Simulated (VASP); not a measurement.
Output of a VASP run:

### OSZICAR
```
       N       E                     dE             d eps       ncg     rms          rms(c)
DAV:   1     0.284959422310E+02    0.28496E+02   -0.87571E+03  1400   0.152E+03
DAV:   2    -0.268361959350E+02   -0.55332E+02   -0.52535E+02  1812   0.242E+02
DAV:   3    -0.287429509308E+02   -0.19068E+01   -0.17586E+01  1770   0.351E+01
DAV:   4    -0.287708373621E+02   -0.27886E-01   -0.27734E-01  1714   0.371E+00
DAV:   5    -0.287712514580E+02   -0.41410E-03   -0.41381E-03  1666   0.391E-01    0.526E+01
DAV:   6    -0.265162341165E+02    0.22550E+01   -0.67078E+00  1550   0.181E+01    0.386E+01
DAV:   7    -0.264599836940E+02    0.56250E-01   -0.18315E+00  1606   0.101E+01    0.118E+01
DAV:   8    -0.264010778407E+02    0.58906E-01   -0.52363E-01  1564   0.532E+00    0.167E+00
DAV:   9    -0.263978082712E+02    0.32696E-02   -0.29123E-02  1620   0.145E+00    0.227E-01
DAV:  10    -0.263978192657E+02   -0.10994E-04   -0.69485E-04  1646   0.250E-01    0.345E-01
DAV:  11    -0.263978054026E+02    0.13863E-04   -0.20212E-04  1616   0.114E-01    0.160E-01
DAV:  12    -0.263978012795E+02    0.41231E-05   -0.14111E-05  1650   0.356E-02    0.227E-02
DAV:  13    -0.263978013830E+02   -0.10352E-06   -0.42939E-07   914   0.774E-03
   1 F= -.26397801E+02 E0= -.26397625E+02  d E =-.528829E-03
```

File OUTCAR:
```
------------------------ aborting loop because EDIFF is reached ----------------------------------------
  FORCE on cell =-STRESS in cart. coord.  units (eV):
  Direction    XX          YY          ZZ          XY          YZ          ZX
  --------------------------------------------------------------------------------------
  Total        0.1336049      0.1336049      0.2908460      0.0000000      0.0000000      0.0000000
  in kB        7.2038342      7.2038355     15.6821087      0.0000000      0.0000000      0.0000000
  external PRESSURE =      10.0299261 kB  Pullay stress =       0.0000000 kB
  volume of cell :       29.71
      direct lattice vectors                 reciprocal lattice vectors
     1.570000000 -2.719320000  0.000000000     0.318471338 -0.183869497  0.000000000
     1.570000000  2.719320000  0.000000000     0.318471338  0.183869497  0.000000000
     0.000000000  0.000000000  3.480000000     0.000000000  0.000000000  0.287356322
 POSITION                                       TOTAL-FORCE (eV/Angst)
 -----------------------------------------------------------------------------------
      0.00000      0.00000      0.00000         0.000000      0.000000      0.000000
      1.57000      0.90644      1.74000         0.000000      0.000000      0.000000
      1.57000     -0.90644      1.74000        -0.000000     -0.000000      0.000000
 -----------------------------------------------------------------------------------
    total drift:                                0.000000     -0.000000      0.000000
  FREE ENERGIE OF THE ION-ELECTRON SYSTEM (eV)
  ---------------------------------------------------
  free  energy   TOTEN  =       -26.3978013830 eV

  energy  without entropy=      -26.3972725538  energy(sigma->0) =      -26.39762511
```
(Selected blocks of OUTCAR.)

POSCAR:
```
HfB2
1
    1.5700000000    -2.7193200000     0.0000000000
    1.5700000000     2.7193200000     0.0000000000
    0.0000000000     0.0000000000     3.4800000000
Hf B
1 2
Direct
  0.0000000000   0.0000000000   0.0000000000
  0.3333330000   0.6666670000   0.5000000000
  0.6666670000   0.3333330000   0.5000000000
```

Question: Reconstruct the remaining input files.

Answer: One answer among several that fit: the input of the run itself, PBE GGA, plane waves, VASP's PBE PAW potentials (set 64).

**INCAR**
```
ALGO=Normal
EDIFF=1E-6
ENCUT=520
GGA=PE
ISIF=2
ISMEAR=1
LASPH=T
LCHARG=F
LMAXMIX=6
LREAL=F
LWAVE=F
NBANDS=10
NELM=100
PREC=Accurate
SIGMA=0.1
SYSTEM=HfB2
```

### KPOINTS
```
Automatic mesh
0
Gamma
10 10 8
0 0 0
```

POTCAR, in this order: Hf_pv B (PBE.64 set). Program: vasp_std.

The compound is HfB2 in the AlB2 type structure. The cell was not relaxed at this level. The run is one of a series of settings (NBANDS = 10 against the base run), some of them coarse on purpose.
